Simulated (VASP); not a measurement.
# CrBr2: magnetic orders, part 2 of 3

Aim: compare collinear orders of CrBr2. The start is a computed cell from the Materials Project.

VASP 6.6.1, plane waves and PAW; the level of theory is named at each step.

So far, largest spin moment in the PAW sphere (μB): step 2 (magnetic order, 3 atoms, start order ferro) 3.8.

## 3. Magnetic order, 6 atoms, start order antiferro q=(1/2,1/2,0)

This step: PBEsol, DFT+U (Cr d 3.5 eV), spin-polarised, from moments of both signs; plane waves and PAW (Cr_pv, Br) (VASP 6.6.1).

System of this step: CrBr2. Symmetry: C2/m, No. 12, monoclinic system. The conventional cell has a = 7.489 Å, b = 3.662 Å, c = 6.507 Å, α = 90.00°, β = 96.41°, γ = 90.00°. Cr has 6 Br at 2.55 to 3.20 Å nearest. Nearest to Br lie 3 Cr at 2.55 to 3.20 Å. Farther neighbours and most contacts between anions are not listed.

Contents of INCAR:

```
SYSTEM = CrBr2
PREC = Accurate
ENCUT = 350
EDIFF = 1E-06
NELM = 150
ISMEAR = -1
SIGMA = 0.05
LREAL = .FALSE.
ALGO = Normal
GGA = PS
NBANDS = 35
ISPIN = 2
MAGMOM = 3 -3 0 0 0 0
LDAU = .TRUE.
LDAUTYPE = 2
LDAUL = 2 -1
LDAUU = 3.5 0
LDAUJ = 0 0
LDAUPRINT = 1
LASPH = .TRUE.
LMAXMIX = 4
LORBIT = 11
LWAVE = .FALSE.
LCHARG = .TRUE.
KPAR = 4
AMIX = 0.2
BMIX = 1E-04
AMIX_MAG = 0.8
BMIX_MAG = 1E-04
```

Contents of POSCAR:

```
CrBr2
1.0
    7.4893380000     -3.6621100000      0.0000000000
    7.4893380000      0.0000000000      0.0000000000
   -0.7268470000      0.0000000000      6.4659460000
Cr Br
2 4
Direct
    0.0000000000      0.0000000000      0.0000000000
    0.5000000000      0.0000000000      0.0000000000
    0.0000000000      0.6457740000      0.2332280000
    0.5000000000      0.6457740000      0.2332280000
    0.0000000000      0.3542260000      0.7667720000
    0.5000000000      0.3542260000      0.7667720000
```

Contents of KPOINTS:

```
Automatic mesh
0
Gamma
5 10 6
0 0 0
```

Potentials, in the order of the species: Cr_pv and Br (PBE family, release 64).

Started as:

```
$ mpirun -np 4 vasp_std
```

The program printed:

```text
[banner, memory and clock lines left out]
running    4 mpi-ranks, on    1 nodes
 distrk:  each k-point on    1 cores,    4 groups
 distr:  one band on    1 cores,    1 groups

 POSCAR found type information on POSCAR CrBr
 POSCAR found :  2 types and       6 ions
 [... a notice as in an earlier step ...]

 LDA part: xc-table for (Slater+PW92), standard interpolation
 POSCAR, INCAR and KPOINTS ok, starting setup
 FFT: planning ... GRIDC
 FFT: planning ... GRID_SOFT
 FFT: planning ... GRID
 WAVECAR not read
 entering main loop
       N       E                     dE             d eps       ncg     rms          rms(c)
DAV:   1     0.381708038112E+03    0.38171E+03   -0.21199E+04 15992   0.986E+02
DAV:   2     0.884819345401E+01   -0.37286E+03   -0.35904E+03 15713   0.291E+02
DAV:   3    -0.246164785787E+02   -0.33465E+02   -0.33043E+02 15803   0.872E+01
DAV:   4    -0.253876337589E+02   -0.77116E+00   -0.76899E+00 16580   0.138E+01
DAV:   5    -0.254104314610E+02   -0.22798E-01   -0.22791E-01 20124   0.215E+00    0.136E+01
DAV:   6    -0.278844770857E+02   -0.24740E+01   -0.85266E+00 15636   0.163E+01    0.986E+00
DAV:   7    -0.283329237175E+02   -0.44845E+00   -0.95583E-01 15578   0.510E+00    0.678E+00
DAV:   8    -0.283851324592E+02   -0.52209E-01   -0.17572E-01 16831   0.269E+00    0.414E+00
DAV:   9    -0.284357423486E+02   -0.50610E-01   -0.71873E-02 18371   0.192E+00    0.160E+00
DAV:  10    -0.284507486761E+02   -0.15006E-01   -0.18215E-02 17135   0.949E-01    0.842E-01
DAV:  11    -0.284506591375E+02    0.89539E-04   -0.49381E-03 16652   0.295E-01    0.506E-01
DAV:  12    -0.284510422272E+02   -0.38309E-03   -0.22476E-03 16828   0.236E-01    0.187E-01
DAV:  13    -0.284509222317E+02    0.12000E-03   -0.46949E-04 15839   0.129E-01    0.766E-02
DAV:  14    -0.284509397512E+02   -0.17519E-04   -0.67629E-05 16330   0.483E-02    0.284E-02
DAV:  15    -0.284509388935E+02    0.85772E-06   -0.26028E-05 15379   0.227E-02    0.165E-02
DAV:  16    -0.284509399314E+02   -0.10379E-05   -0.48724E-06 15235   0.128E-02    0.632E-03
DAV:  17    -0.284509402823E+02   -0.35088E-06   -0.38973E-07  8172   0.327E-03
   1 F= -.28450940E+02 E0= -.28450940E+02  d E =-.989567E-10  mag=     0.0000
```

It took 7.4 min on 4 MPI ranks of AMD EPYC 7R43, shared host; peak memory 2.7 GiB; 29 min of CPU time.

From OUTCAR (step 3):

```text
  LATTYP: Found a simple monoclinic cell.
 ALAT       =     6.5066707490
 B/A-ratio  =     0.5628239297
 C/A-ratio  =     1.1510245852
 COS(beta)  =    -0.1117079729

The static configuration has the point symmetry C_2h.

 Found     96 irreducible k-points:

   k-points           NKPTS =     96   k-points in BZ     NKDIM =     96   number of bands    NBANDS=     35

   dimension x,y,z NGX =    54 NGY =   48 NGZ =   40
   dimension x,y,z NGXF=   108 NGYF=   96 NGZF=   80

   ENCUT  =  350.0 eV  25.72 Ry    5.07 a.u.  12.72 11.42  9.93*2*pi/ulx,y,z

   NELECT =      52.0000    total number of electrons

atom =   1  type =  1  l = 2

 onsite density matrix

spin component  1

  0.7310 -0.2983 -0.0000 -0.0000  0.0000
 -0.2983  0.4333  0.0000 -0.0000 -0.0000
 -0.0000  0.0000  0.9188  0.0018 -0.0001
 -0.0000 -0.0000  0.0018  0.9166  0.0003
  0.0000 -0.0000 -0.0001  0.0003  0.9184

spin component  2

  0.0427  0.0482  0.0000  0.0000  0.0000
  0.0482  0.0915 -0.0000  0.0000  0.0000
  0.0000 -0.0000  0.0144  0.0026  0.0018
  0.0000  0.0000  0.0026  0.0242 -0.0085
  0.0000  0.0000  0.0018 -0.0085  0.0238

 occupancies and eigenvectors

  o =  0.0118  v =  0.0000  0.0000  0.0000  0.0000  0.0000  0.0000 -0.0000 -0.7659  0.4644  0.4446      0.0000  0.0000  0.0000  0.0000  0.0000  0.0000  0.0000  0.0000  0.0000  0.0000
  o =  0.0131  v =  0.0000  0.0000  0.0000  0.0000  0.0000 -0.8519  0.5237  0.0000  0.0000  0.0000      0.0000  0.0000  0.0000  0.0000  0.0000  0.0000  0.0000  0.0000  0.0000  0.0000
  o =  0.0181  v =  0.0000  0.0000  0.0000  0.0000  0.0000  0.0000  0.0000 -0.6420 -0.5155 -0.5675      0.0000  0.0000  0.0000  0.0000  0.0000  0.0000  0.0000  0.0000  0.0000  0.0000
  o =  0.0325  v =  0.0000  0.0000  0.0000  0.0000  0.0000  0.0000 -0.0000  0.0344  0.7201 -0.6930      0.0000  0.0000  0.0000  0.0000  0.0000  0.0000  0.0000  0.0000  0.0000  0.0000
  o =  0.1212  v =  0.0000  0.0000  0.0000  0.0000  0.0000 -0.5237 -0.8519 -0.0000 -0.0000 -0.0000      0.0000  0.0000  0.0000  0.0000  0.0000  0.0000  0.0000  0.0000  0.0000  0.0000
  o =  0.2488  v =  0.5261  0.8504  0.0000  0.0000 -0.0000  0.0000  0.0000  0.0000  0.0000  0.0000      0.0000  0.0000  0.0000  0.0000  0.0000  0.0000  0.0000  0.0000  0.0000  0.0000
  o =  0.9156  v = -0.8504  0.5261  0.0000  0.0000 -0.0000  0.0000  0.0000  0.0000  0.0000  0.0000      0.0000  0.0000  0.0000  0.0000  0.0000  0.0000  0.0000  0.0000  0.0000  0.0000
  o =  0.9156  v =  0.0000 -0.0000 -0.4850  0.8689 -0.0989  0.0000  0.0000  0.0000  0.0000  0.0000      0.0000  0.0000  0.0000  0.0000  0.0000  0.0000  0.0000  0.0000  0.0000  0.0000
  o =  0.9184  v =  0.0000 -0.0000  0.0852 -0.0657 -0.9942  0.0000  0.0000  0.0000  0.0000  0.0000      0.0000  0.0000  0.0000  0.0000  0.0000  0.0000  0.0000  0.0000  0.0000  0.0000
  o =  0.9199  v =  0.0000 -0.0000  0.8703  0.4906  0.0421  0.0000  0.0000  0.0000  0.0000  0.0000      0.0000  0.0000  0.0000  0.0000  0.0000  0.0000  0.0000  0.0000  0.0000  0.0000

atom =   2  type =  1  l = 2

 onsite density matrix

spin component  1

  0.0427  0.0482  0.0000  0.0000  0.0000
  0.0482  0.0915  0.0000 -0.0000 -0.0000
  0.0000  0.0000  0.0144  0.0026  0.0018
  0.0000 -0.0000  0.0026  0.0242 -0.0085
  0.0000 -0.0000  0.0018 -0.0085  0.0238

spin component  2

  0.7310 -0.2983 -0.0000 -0.0000 -0.0000
 -0.2983  0.4333 -0.0000 -0.0000 -0.0000
 -0.0000 -0.0000  0.9188  0.0018 -0.0001
 -0.0000 -0.0000  0.0018  0.9166  0.0003
 -0.0000 -0.0000 -0.0001  0.0003  0.9184

 occupancies and eigenvectors

  o =  0.0118  v =  0.0000  0.0000  0.7659 -0.4644 -0.4446  0.0000  0.0000  0.0000  0.0000  0.0000      0.0000  0.0000  0.0000  0.0000  0.0000  0.0000  0.0000  0.0000  0.0000  0.0000
  o =  0.0131  v = -0.8519  0.5237  0.0000  0.0000  0.0000  0.0000  0.0000  0.0000  0.0000  0.0000      0.0000  0.0000  0.0000  0.0000  0.0000  0.0000  0.0000  0.0000  0.0000  0.0000
  o =  0.0181  v =  0.0000  0.0000 -0.6420 -0.5155 -0.5675  0.0000  0.0000  0.0000  0.0000  0.0000      0.0000  0.0000  0.0000  0.0000  0.0000  0.0000  0.0000  0.0000  0.0000  0.0000
  o =  0.0325  v =  0.0000 -0.0000 -0.0344 -0.7201  0.6930  0.0000  0.0000  0.0000  0.0000  0.0000      0.0000  0.0000  0.0000  0.0000  0.0000  0.0000  0.0000  0.0000  0.0000  0.0000
  o =  0.1212  v = -0.5237 -0.8519 -0.0000 -0.0000 -0.0000  0.0000  0.0000  0.0000  0.0000  0.0000      0.0000  0.0000  0.0000  0.0000  0.0000  0.0000  0.0000  0.0000  0.0000  0.0000
  o =  0.2488  v =  0.0000  0.0000  0.0000  0.0000  0.0000  0.5261  0.8504  0.0000  0.0000  0.0000      0.0000  0.0000  0.0000  0.0000  0.0000  0.0000  0.0000  0.0000  0.0000  0.0000
  o =  0.9156  v =  0.0000  0.0000  0.0000  0.0000  0.0000 -0.8504  0.5261  0.0000  0.0000  0.0000      0.0000  0.0000  0.0000  0.0000  0.0000  0.0000  0.0000  0.0000  0.0000  0.0000
  o =  0.9156  v =  0.0000  0.0000  0.0000  0.0000  0.0000  0.0000 -0.0000 -0.4850  0.8689 -0.0989      0.0000  0.0000  0.0000  0.0000  0.0000  0.0000  0.0000  0.0000  0.0000  0.0000
  o =  0.9184  v =  0.0000  0.0000  0.0000  0.0000  0.0000  0.0000  0.0000  0.0852 -0.0657 -0.9942      0.0000  0.0000  0.0000  0.0000  0.0000  0.0000  0.0000  0.0000  0.0000  0.0000
  o =  0.9199  v =  0.0000  0.0000  0.0000  0.0000  0.0000  0.0000 -0.0000  0.8703  0.4906  0.0421      0.0000  0.0000  0.0000  0.0000  0.0000  0.0000  0.0000  0.0000  0.0000  0.0000

 E-fermi :   1.8932

 spin component 1
 k-point     1 :       0.0000    0.0000    0.0000
  band No.  band energies     occupation
    ...
     22      -0.2952      1.00000
     23      -0.2859      1.00000
     24      -0.2043      1.00000
     25       0.2919      1.00000
     26       0.7190      1.00000
     27       3.4532      0.00000
     28       4.4354      0.00000
     29       4.6084      0.00000
     30       5.6493      0.00000
     31       5.9536      0.00000
    ...

 k-point     2 :       0.2000    0.0000    0.0000
  band No.  band energies     occupation
    ...
     22      -0.4160      1.00000
     23      -0.2196      1.00000
     24       0.1373      1.00000
     25       0.1653      1.00000
     26       0.6484      1.00000
     27       3.0926      0.00000
     28       5.1518      0.00000
     29       5.3682      0.00000
     30       5.3789      0.00000
     31       5.7671      0.00000
    ...

 k-point     3 :       0.4000    0.0000    0.0000
  band No.  band energies     occupation
    ...
     22      -0.8964      1.00000
     23      -0.4424      1.00000
     24      -0.3320      1.00000
     25       0.4542      1.00000
     26       0.5627      1.00000
     27       3.3671      0.00000
     28       5.3539      0.00000
     29       5.6377      0.00000
     30       5.7851      0.00000
     31       5.8590      0.00000
    ...

 k-point     4 :      -0.0000    0.1000    0.0000
  band No.  band energies     occupation
    ...
     22      -0.3383      1.00000
     23      -0.2356      1.00000
     24      -0.0886      1.00000
     25       0.2808      1.00000
     26       0.6875      1.00000
     27       3.2751      0.00000
     28       4.7631      0.00000
     29       4.8582      0.00000
     30       5.4734      0.00000
     31       5.8858      0.00000
    ...

  Total       -1.6186031     -0.7842988     -0.5309175      0.0000000      0.0000000      0.4489091
  in kB      -14.6232556     -7.0857401     -4.7965690      0.0000000      0.0000000      4.0556654
  external PRESSURE =      -8.8351883 kB  Pullay stress =       0.0000000 kB

  energy-cutoff  :      350.00
  volume of cell :      177.34
      direct lattice vectors                 reciprocal lattice vectors
     7.489338000 -3.662110000  0.000000000     0.000000000 -0.273066620  0.000000000
     7.489338000  0.000000000  0.000000000     0.133523150  0.273066620  0.015009544
    -0.726847000  0.000000000  6.465946000     0.000000000  0.000000000  0.154656411

 POSITION                                       TOTAL-FORCE (eV/Angst)
 -----------------------------------------------------------------------------------
      0.00000      0.00000      0.00000         0.000000     -0.000000     -0.000000
      3.74467     -1.83106      0.00000         0.000000      0.000000     -0.000000
      4.66690      0.00000      1.50804         0.073917     -0.000000     -0.053676
      8.41157     -1.83106      1.50804         0.073917     -0.000000     -0.053676
      2.09559      0.00000      4.95791        -0.073917     -0.000000      0.053676
      5.84026     -1.83106      4.95791        -0.073917     -0.000000      0.053676
 -----------------------------------------------------------------------------------
    total drift:                                0.000000     -0.000000      0.000000

  FREE ENERGIE OF THE ION-ELECTRON SYSTEM (eV)
  ---------------------------------------------------
  free  energy   TOTEN  =       -28.4509402823 eV

  energy  without entropy=      -28.4509402822  energy(sigma->0) =      -28.45094028

 total charge
# of ion       s       p       d       tot
------------------------------------------
    1        0.220   6.156   4.094  10.470
    2        0.220   6.156   4.094  10.470
    3        1.602   3.244   0.018   4.864
    4        1.602   3.244   0.018   4.864
    5        1.602   3.244   0.018   4.864
    6        1.602   3.244   0.018   4.864
--------------------------------------------------
tot          6.849  25.286   8.261  40.396

 magnetization (x)
# of ion       s       p       d       tot
------------------------------------------
    1        0.059   0.026   3.709   3.794
    2       -0.059  -0.026  -3.709  -3.794
    3        0.004   0.064  -0.005   0.062
    4       -0.004  -0.064   0.005  -0.062
    5        0.004   0.064  -0.005   0.062
    6       -0.004  -0.064   0.005  -0.062
--------------------------------------------------
tot         -0.000   0.000   0.000  -0.000

[... 1 part as in an earlier step ...]

[... 6 further parts left out ...]
```

The magnetic state follows from one typed start and may not be the lowest.

This step gave:

* electronic cycles: 17
* electrons: 52
* free energy (TOTEN): -28.45 eV
* Fermi energy: 1.893 eV
* gap on the k-mesh: 2.319 eV
* least direct gap on the k-mesh: 2.350 eV

Spin moment in the PAW sphere by atom:

| atom | spin moment in the PAW sphere (μB) |
| --- | --- |
| Cr1 | 3.79 |
| Cr2 | -3.79 |
| Br3 | 0.06 |
| Br4 | -0.06 |
| Br5 | 0.06 |
| Br6 | -0.06 |

Force by atom:

| atom | x (eV/Å) | y (eV/Å) | z (eV/Å) | size |
| --- | --- | --- | --- | --- |
| Cr1 | 0.0000 | 0.0000 | 0.0000 | 0.0000 |
| Cr2 | 0.0000 | 0.0000 | 0.0000 | 0.0000 |
| Br3 | 0.0739 | 0.0000 | -0.0537 | 0.0914 |
| Br4 | 0.0739 | 0.0000 | -0.0537 | 0.0914 |
| Br5 | -0.0739 | 0.0000 | 0.0537 | 0.0914 |
| Br6 | -0.0739 | 0.0000 | 0.0537 | 0.0914 |

Spin density in the bc plane at fractional x = 0.000, with atoms of Cr and Br within 0.2 Å of it.

Ten even steps from '_' (0.0 e/Å³) to '@' (4.3 e/Å³), each cell a mean:
```
##==..________________________________::**
::..__________________________________..::
__________________________________________
__________________________________________
__________________________________________
__________________________________________
__________________________________________
__________________________________________
__________________________________________
__________________________________________
__________________________________________
__________________________________________
__________________________________________
__________________________________________
__________________________________________
..________________________________________
++--__________________________________..--
@@++..________________________________::##
```
Columns run along b (7.5 Å), rows up along c (6.5 Å). Atoms in or near the plane, at fractional coordinates: Cr at (0.00, 0.00), Br at (0.65, 0.23), Br at (0.35, 0.77).

Valence density in the bc plane at fractional x = 0.000, with atoms of Cr and Br within 0.2 Å of it. It is the smooth field of the valence electrons, not physical close to the nuclei.

Ten steps, logarithmic in the rise over the least value, from '0' (0 e/Å³) to '9' (12 e/Å³), each cell a mean:
```
984222333322222222379
753223444432221122356
322234555542211122233
222235513542211122222
222235424542211122222
112234555432211112221
111223444322111111111
111122232221111111111
111112222211112111111
111111111112222221111
111111111122333322111
111211111223455432211
222221111234544543211
222222112234402543222
222222112234544542222
543222112234555432234
874222222223343322358
985222222222222222379
```
Columns run along b (7.5 Å), rows up along c (6.5 Å). Atoms in or near the plane, at fractional coordinates: Cr at (0.00, 0.00), Br at (0.65, 0.23), Br at (0.35, 0.77).

The largest moment at the end is 3.79 μB, and the moments of the cell sum to 0.00 μB.

## 4. Magnetic order, 6 atoms, start order antiferro q=(0,1/2,0)

Edit INCAR of step 3 so:

```diff
@@ -23,3 +23,3 @@
 LWAVE = .FALSE.
-LCHARG = .TRUE.
+LCHARG = .FALSE.
 KPAR = 4
```

Contents of POSCAR:

```
CrBr2
1.0
    3.7446690000     -1.8310550000      0.0000000000
    7.4893380000      3.6621100000      0.0000000000
   -0.7268470000      0.0000000000      6.4659460000
Cr Br
2 4
Direct
    0.0000000000      0.0000000000      0.0000000000
    0.0000000000      0.5000000000      0.0000000000
    0.6457740000      0.3228870000      0.2332280000
    0.6457740000      0.8228870000      0.2332280000
    0.3542260000      0.1771130000      0.7667720000
    0.3542260000      0.6771130000      0.7667720000
```

Contents of KPOINTS:

```
Automatic mesh
0
Gamma
10 5 6
0 0 0
```

Started as:

```
$ mpirun -np 4 vasp_std
```

The program printed:

```text
[banner, memory and clock lines left out]
running    4 mpi-ranks, on    1 nodes
[...]
[... a notice as in an earlier step ...]

 LDA part: xc-table for (Slater+PW92), standard interpolation
|                                                                             |
|           W    W    AA    RRRRR   N    N  II  N    N   GGGG   !!!           |
|           W    W   A  A   R    R  NN   N  II  NN   N  G    G  !!!           |
|           W    W  A    A  R    R  N N  N  II  N N  N  G       !!!           |
|           W WW W  AAAAAA  RRRRR   N  N N  II  N  N N  G  GGG   !            |
|           WW  WW  A    A  R   R   N   NN  II  N   NN  G    G                |
|           W    W  A    A  R    R  N    N  II  N    N   GGGG   !!!           |
|                                                                             |
|     Your reciprocal lattice and k-lattice belong to different lattice       |
|     classes:                                                                |
|                                                                             |
|        The reciprocal lattice is triclinic,                                 |
|        whereas your k-lattice is base-centered monoclinic.                  |
|                                                                             |
|     Results are often still useful ...                                      |
|                                                                             |

 POSCAR, INCAR and KPOINTS ok, starting setup
[...]
entering main loop
       N       E                     dE             d eps       ncg     rms          rms(c)
DAV:   1     0.382440808770E+03    0.38244E+03   -0.21216E+04 25224   0.987E+02
DAV:   2     0.846052138566E+01   -0.37398E+03   -0.36067E+03 25135   0.291E+02
DAV:   3    -0.246921094056E+02   -0.33153E+02   -0.32767E+02 25014   0.873E+01
DAV:   4    -0.254475154562E+02   -0.75541E+00   -0.75323E+00 26468   0.136E+01
[...]
DAV:  15    -0.284451326389E+02    0.16025E-05   -0.27156E-05 24718   0.227E-02    0.163E-02
DAV:  16    -0.284451340233E+02   -0.13844E-05   -0.64043E-06 25309   0.160E-02    0.557E-03
DAV:  17    -0.284451342437E+02   -0.22039E-06   -0.54334E-07 13082   0.435E-03
   1 F= -.28445134E+02 E0= -.28445134E+02  d E =-.224950E-09  mag=    -0.0000
```

Elapsed: 6.9 min, on 4 MPI ranks; peak memory 3.1 GiB.

OUTCAR, selected parts (step 4):

```text
  Total       -1.5670855     -1.0919379     -0.3951025     -0.0658273     -0.0225845      0.6077010
  in kB      -14.1578197     -9.8651028     -3.5695501     -0.5947161     -0.2040397      5.4902695
  external PRESSURE =      -9.1974908 kB  Pullay stress =       0.0000000 kB

 POSITION                                       TOTAL-FORCE (eV/Angst)
 -----------------------------------------------------------------------------------
      0.00000      0.00000      0.00000        -0.000000      0.000000      0.000000
      3.74467      1.83106      0.00000        -0.000000      0.000000      0.000000
      4.66690      0.00000      1.50804         0.099782     -0.003454     -0.031570
      8.41157      1.83106      1.50804         0.099782     -0.003454     -0.031570
      2.09559      0.00000      4.95791        -0.099782      0.003454      0.031570
      5.84026      1.83106      4.95791        -0.099782      0.003454      0.031570
 -----------------------------------------------------------------------------------
    total drift:                                0.000000      0.000000     -0.000000

  FREE ENERGIE OF THE ION-ELECTRON SYSTEM (eV)
  ---------------------------------------------------
  free  energy   TOTEN  =       -28.4451342437 eV

  energy  without entropy=      -28.4451342435  energy(sigma->0) =      -28.44513424

 magnetization (x)
# of ion       s       p       d       tot
------------------------------------------
    1        0.052   0.024   3.707   3.783
    2       -0.052  -0.024  -3.707  -3.783
    3       -0.002  -0.008  -0.001  -0.010
    4        0.002   0.008   0.001   0.010
    5        0.002   0.008   0.001   0.010
    6       -0.002  -0.008  -0.001  -0.010
--------------------------------------------------
tot         -0.000   0.000   0.000  -0.000

[... 3 further parts left out ...]
[key lines of the parts left out:]
E-fermi :   1.9419
```

(Part 2 of 3 ends here.)

[Lines on the potential files, build, host, timing and source positions are cut from VASP's logs without a mark.]

[Logs are printed without paths, hosts, clocks, repeated set-up lines and the standing remarks that a program may print on its own settings, such as how far it seeks lower states.]

[Hosts, paths, dates, database ids (printed as entryN), source tags and the programs' standing remarks are cut or masked in the printed files.]

[Runs that stopped without an error message from VASP are left out.]
